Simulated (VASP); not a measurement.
# Be2Ru in VASP: further runs

One sheet, Be2Ru, is run at these levels: PBE, PBE+D2, PBE+D3; tasks: relaxation of the atoms.

All numbers are computed with VASP 6.6.1; they aren't measurements. Logs are shortened: lines on timing, memory, paths and dates and some standing lists are left out, and cuts for length are marked.

## (1) Starting point

The cell holds a sheet with vacuum, 3 atoms: a = 2.601 Å, b = 2.601 Å, c = 30.884 Å, α = 90.00°, β = 90.00°, γ = 120.00°.

The cell was built by a generator and needn't be a form met in nature.

## (2) Relaxation of the atoms, PBE

INCAR

```
SYSTEM = Be2Ru
ALGO = Fast ; DIPOL = 0.5 0.5 0.275
EDIFF = 1E-6 ; EDIFFG = -0.02
ENCUT = 520 ; GGA = PE
IBRION = 2 ; IDIPOL = 3
ISIF = 2 ; ISMEAR = -1
LASPH = .TRUE. ; LCHARG = .FALSE.
LDIPOL = .TRUE. ; LREAL = .FALSE.
LWAVE = .FALSE. ; NELM = 80
NSW = 60 ; PREC = Accurate
SIGMA = 0.05
```

KPOINTS

```
k-points
0
G
  12 12 1
  0 0 0
```

POSCAR

```
Be2Ru
1.0
    2.6011000000      0.0000000000      0.0000000000
   -1.3005500000      2.2526200000      0.0000000000
    0.0000000000      0.0000000000     30.8837600000
Be Ru
2 1
Selective dynamics
Direct
    0.3333300000      0.6666700000      0.3344800000  F F F
    0.6666700000      0.3333300000      0.2159700000  T T T
    0.0000000000      0.0000000000      0.2752300000  T T T
```

Potentials or basis: VASP PAW PBE potentials, release 64 (Be, Ru_pv).

Launch:

```console
$ cat potpaw_PBE.64/Be/POTCAR potpaw_PBE.64/Ru_pv/POTCAR > POTCAR
$ mpirun -np 1 vasp_std > vasp.out
```

OUTCAR:

```text
SYSTEM = Be2Ru
   EDIFF = 1E-6
   EDIFFG = -0.02
   ENCUT = 520
   GGA = PE
   IBRION = 2
   ISIF = 2
   ISMEAR = -1
   LASPH = .TRUE.
   LREAL = .FALSE.
   NELM = 80
   NSW = 60
   PREC = Accurate

 ion  position               nearest neighbor table
   1  0.333  0.667  0.334-   3 2.37   3 2.37   3 2.37
   2  0.667  0.333  0.216-   3 2.37   3 2.37   3 2.37
   3  0.000  0.000  0.275-   1 2.37   1 2.37   1 2.37   2 2.37   2 2.37   2 2.37

  LATTYP: Found a hexagonal cell.
 ALAT       =     2.6011000000
 C/A-ratio  =    11.8733458921

  Lattice vectors:

 A1 = (   2.6011000000,   0.0000000000,   0.0000000000)
 A2 = (  -1.3005500000,   2.2526200000,   0.0000000000)
 A3 = (   0.0000000000,   0.0000000000,  30.8837600000)

Analysis of symmetry for initial positions (statically):
=====================================================================
 Subroutine PRICEL returns:
 Original cell was already a primitive cell.

 Routine SETGRP: Setting up the symmetry group for a
 hexagonal supercell.

 Subroutine GETGRP returns: Found  2 space group operations
 (whereof  2 operations were pure point group operations)
 out of a pool of 24 trial point group operations.

The static configuration has the point symmetry C_1h.

Analysis of symmetry for dynamics (positions and initial velocities):
=====================================================================
 Subroutine PRICEL returns:
 Original cell was already a primitive cell.

 Routine SETGRP: Setting up the symmetry group for a
 hexagonal supercell.

 Subroutine GETGRP returns: Found  2 space group operations
 (whereof  2 operations were pure point group operations)
 out of a pool of 24 trial point group operations.

The dynamic configuration has the point symmetry C_1h.

Analysis of constrained symmetry for selective dynamics:
=====================================================================
 Subroutine PRICEL returns:
 Original cell was already a primitive cell.

 Routine SETGRP: Setting up the symmetry group for a
 hexagonal supercell.

 Subroutine GETGRP returns: Found  2 space group operations
 (whereof  2 operations were pure point group operations)
 out of a pool of 24 trial point group operations.

The constrained configuration has the point symmetry C_1h.

 Subroutine INISYM returns: Found  2 space group operations
 (whereof  2 operations are pure point group operations),
 and found     1 'primitive' translations

----------------------------------------------------------------------------------------

                                     Primitive cell

  volume of cell :     180.9569

  direct lattice vectors                    reciprocal lattice vectors
     2.601100000  0.000000000  0.000000000     0.384452732  0.221963758  0.000000000
    -1.300550000  2.252620000  0.000000000     0.000000000  0.443927516  0.000000000
     0.000000000  0.000000000 30.883760000     0.000000000  0.000000000  0.032379477

  length of vectors
     2.601100000  2.601101145 30.883760000     0.443927711  0.443927516  0.032379477

  position of ions in fractional coordinates (direct lattice)
     0.333330000  0.666670000  0.334480000
     0.666670000  0.333330000  0.215970000
     0.000000000  0.000000000  0.275230000

  ion indices of the primitive-cell ions
   primitive index   ion index
                 1           1
                 2           2
                 3           3

----------------------------------------------------------------------------------------

 KPOINTS: k-points

Automatic generation of k-mesh.
 Grid dimensions read from file:
 generate k-points for:   12   12    1

 Generating k-lattice:

  Cartesian coordinates                     Fractional coordinates (reciprocal lattice)
     0.032037728  0.018496980  0.000000000     0.083333333  0.000000000  0.000000000
     0.000000000  0.036993960  0.000000000     0.000000000  0.083333333  0.000000000
     0.000000000  0.000000000  0.032379477     0.000000000  0.000000000  1.000000000

  Length of vectors
     0.036993976  0.036993960  0.032379477

  Shift w.r.t. Gamma in fractional coordinates (k-lattice)
     0.000000000  0.000000000  0.000000000

 Subroutine IBZKPT returns following result:
 ===========================================

 Found     43 irreducible k-points:

 Following reciprocal coordinates:
            Coordinates               Weight
  0.000000  0.000000  0.000000      1.000000
  0.083333  0.000000  0.000000      4.000000
 -0.083333  0.083333  0.000000      2.000000
  0.166667 -0.000000  0.000000      4.000000
 -0.166667  0.166667  0.000000      2.000000
  0.250000 -0.000000  0.000000      4.000000
[... 16 lines left out ...]
 -0.083333  0.416667  0.000000      4.000000
 -0.416667  0.333333  0.000000      4.000000
 [... further k-points ...]
   k-points           NKPTS =     43   k-points in BZ     NKDIM =     43   number of bands    NBANDS=     13
   number of dos      NEDOS =    301   number of ions     NIONS =      3
   total plane-waves  NPLWV =  96000
   dimension x,y,z NGX =    20 NGY =   20 NGZ =  240
   dimension x,y,z NGXF=    40 NGYF=   40 NGZF=  480
   ions per type =               2   1
   NGX,Y,Z   is equivalent  to a cutoff of  12.78, 12.78, 12.92 a.u.
   NGXF,Y,Z  is equivalent  to a cutoff of  25.57, 25.57, 25.84 a.u.
 SYSTEM =  Be2Ru
   PREC   = accura    normal or accurate (medium, high low for compatibility)
   ISTART =      0    job   : 0-new  1-cont  2-samecut
   ICHARG =      2    charge: 1-file 2-atom 10-const
   ISPIN  =      1    spin polarized calculation?
   LNONCOLLINEAR =      F non collinear calculations
   LSORBIT =      F    spin-orbit coupling
   LASPH  =      T    aspherical Exc in radial PAW
   ENCUT  =  520.0 eV  38.22 Ry    6.18 a.u.   4.84  4.84 57.42*2*pi/ulx,y,z
   NELM   =     80;   NELMIN=  2; NELMDL= -5     # of ELM steps
   EDIFF  = 0.1E-05   stopping-criterion for ELM
   LREAL  =      F    real-space projection
   EDIFFG = -.2E-01   stopping-criterion for IOM
   NSW    =     60    number of steps for IOM
   IBRION =      2    ionic relax: 0-MD 1-quasi-New 2-CG
   NFREE  =      1    steps in history (QN), initial steepest desc. (CG)
   ISIF   =      2    stress and relaxation
   ISYM   =      2    0-nonsym 1-usesym 2-fastsym
   POTIM  = 0.5000    time-step for ionic-motion
   TEBEG  =    0.0;   TEEND  =   0.0 temperature during run
   PSTRESS=    0.0 pullay stress
   NELECT =      18.0000    total number of electrons
   NUPDOWN=      -1.0000    fix difference up-down
   EMIN   =  10.00;   EMAX   =-10.00  energy-range for DOS
   EFERMI =   0.00;   METHOD = LEGACY
   ISMEAR =    -1;   SIGMA  =   0.05  broadening in eV -4-tet -1-fermi 0-gaus
   EFERMI_NEDOS =   21; number of points for ismear=-14 and -15
   IALGO  =     68    algorithm
   IMIX   =      4    mixing-type and parameters
     AMIX     =   0.40;   BMIX     =  1.00
     AMIX_MAG =   1.60;   BMIX_MAG =  1.00
  volume/ion in A,a.u.               =      60.32       407.05
  Fermi-wavevector in a.u.,A,eV,Ry     =   0.758532  1.433418  7.828396  0.575371
  Thomas-Fermi vector in A             =   1.857124
   LORBIT       =      0    0 simple, 1 ext, 2 COOP (PROOUT), +10 PAW based schemes
   GGA     = PE    functional components
   LHFCALC =     F    Hartree Fock is set to
   AEXX    =    0.0000 exact exchange contribution
   IVDW    =     0    specifies the selected vdW correction
   LEPSILON=     F    determine dielectric tensor
   LRPA    =     F    only Hartree local field effects (RPA)
 conjugate gradient relaxation of ions
 non-spin polarized calculation
 RMM-DIIS sequential band-by-band and
  energy-cutoff  :      520.00
  volume of cell :      180.96
 maximum number of plane-waves:      4929
   NGX =  9   NGY =  9   NGZ =115

 dipolmoment           0.000000      0.000000      0.000479 electrons x Angstroem

 number of electron      18.0000000 magnetization

 dipolmoment           0.000000      0.000000     -0.000008 electrons x Angstroem

 Free energy of the ion-electron system (eV)
  ---------------------------------------------------
  ext. energy  EPLUGINS =         0.00000000
  ---------------------------------------------------
  free energy    TOTEN  =       -15.25714703 eV

  energy without entropy =      -15.24343232  energy(sigma->0) =      -15.25028967

 E-fermi :  -2.3334     XC(G=0):  -2.7653

 val. band max:       -2.4600061470   @ k =   0.4167  -0.0000   0.0000
 cond. band min:      -2.2790319104   @ k =   0.2500  -0.0000   0.0000
 fundamental gap:      0.1809742366
 Fermi energy:        -2.3334363737

 k-point     1 :       0.0000    0.0000    0.0000
  band No.  band energies     occupation
      1     -44.8664      2.00000
      2     -44.3852      2.00000
      3     -44.3852      2.00000
      4     -10.3828      2.00000
      5      -8.0707      2.00000
      6      -7.3703      2.00000
      7      -4.3954      2.00000
      8      -4.3954      2.00000
      9      -3.6058      2.00000
     10      -2.5256      1.95803
     11      -1.7226      0.00001
     12      -1.7226      0.00001
     13       1.9657      0.00000

 k-point     2 :       0.0833    0.0000    0.0000
  band No.  band energies     occupation
      1     -44.8548      2.00000
      2     -44.4615      2.00000
      3     -44.4027      2.00000
      4     -10.1567      2.00000
      5      -7.9907      2.00000
      6      -7.1662      2.00000
      7      -4.6188      2.00000
      8      -4.1601      2.00000
      9      -3.4470      2.00000
     10      -3.0287      2.00000
     11      -1.8098      0.00006
[... 339 lines left out ...]
 k-point    24 :      -0.4167    0.3333    0.0000
  band No.  band energies     occupation
      1     -45.3068      2.00000
      2     -44.7137      2.00000
      3     -44.6468      2.00000
      4      -7.7472      2.00000
      5      -7.4653      2.00000
      6      -6.1988      2.00000
      7      -3.9175      2.00000
      8      -3.4135      2.00000
      9      -2.8267      1.99990
     10      -0.7721      0.00000
     11       0.1079      0.00000
     12       1.5864      0.00000
     13       2.5844      0.00000

 [... further k-points ...]

------------------------ aborting loop because EDIFF is reached ----------------------------------------

 vacuum level on the upper side and lower side of the slab       (xc-potential included)        -0.009        -0.008

  FORCE on cell =-STRESS in cart. coord.  units (eV):
  Direction    XX          YY          ZZ          XY          YZ          ZX
  --------------------------------------------------------------------------------------
  -------------------------------------------------------------------------------------
  Total       -0.0499687     -0.0500554      0.0503418     -0.0000750     -0.0000476      0.0000823
  in kB       -0.4424187     -0.4431863      0.4457221     -0.0006643     -0.0004210      0.0007285
  external PRESSURE =      -0.1466276 kB  Pullay stress =       0.0000000 kB

 VOLUME and BASIS-vectors are now :
 -----------------------------------------------------------------------------
  energy-cutoff  :      520.00
  volume of cell :      180.96
      direct lattice vectors                 reciprocal lattice vectors
     2.601100000  0.000000000  0.000000000     0.384452732  0.221963758  0.000000000
    -1.300550000  2.252620000  0.000000000     0.000000000  0.443927516  0.000000000
     0.000000000  0.000000000 30.883760000     0.000000000  0.000000000  0.032379477

 POSITION                                       TOTAL-FORCE (eV/Angst)
 -----------------------------------------------------------------------------------
     -0.00001      1.50175     10.33000         0.000024     -0.000014      0.018210
      1.30056      0.75087      6.66997        -0.000022      0.000013     -0.016700
      0.00000      0.00000      8.50014        -0.000002      0.000001     -0.001510
 -----------------------------------------------------------------------------------
    total drift:                               -0.000003      0.000002     -0.000042

  FREE ENERGIE OF THE ION-ELECTRON SYSTEM (eV)
  ---------------------------------------------------
  free  energy   TOTEN  =       -15.2571470269 eV

  energy  without entropy=      -15.2434323175  energy(sigma->0) =      -15.25028967

 reached required accuracy - stopping structural energy minimisation

 vacuum level on the upper side and lower side of the slab         2.392         2.393
```

It took 2 min on 1 thread of AMD EPYC 9R14 (Zen 4), shared host; peak memory 0.33 GiB.

What came out:

- Free energy: -15.2571 eV
- Band gap on the k mesh: none (metal or under the smearing width)

Final structure:
```cif
data_structure
_symmetry_space_group_name_H-M 'P 1'
_symmetry_Int_Tables_number 1
_cell_length_a 2.6011
_cell_length_b 2.6011
_cell_length_c 30.8838
_cell_angle_alpha 90.000
_cell_angle_beta 90.000
_cell_angle_gamma 120.000
_cell_volume 180.96
loop_
_atom_site_label
_atom_site_type_symbol
_atom_site_fract_x
_atom_site_fract_y
_atom_site_fract_z
_atom_site_occupancy
Be1 Be 0.33333 0.66667 0.33448 1
Be2 Be 0.66667 0.33333 0.21597 1
Ru1 Ru 0.00000 0.00000 0.27523 1
```

Levels at points of the mesh, in eV from the Fermi level:
| k point | band 6 | band 7 | band 8 | band 9 | band 10 | band 11 | band 12 | band 13 |
| --- | --- | --- | --- | --- | --- | --- | --- | --- |
| (0.00, 0.00, 0.00) | -5.04 | -2.06 | -2.06 | -1.27 | -0.19 | 0.61 | 0.61 | 4.30 |
| (0.50, 0.00, 0.00) | -2.98 | -1.52 | -0.57 | 0.30 | 2.63 | 2.64 | 3.59 | 3.89 |
| (0.50, 0.50, 0.00) | -2.98 | -1.52 | -0.57 | 0.30 | 2.63 | 2.64 | 3.59 | 3.89 |

Caveat: the relaxation stopped at its first step, so nothing moved.

(Continued in part 2 of 2.)
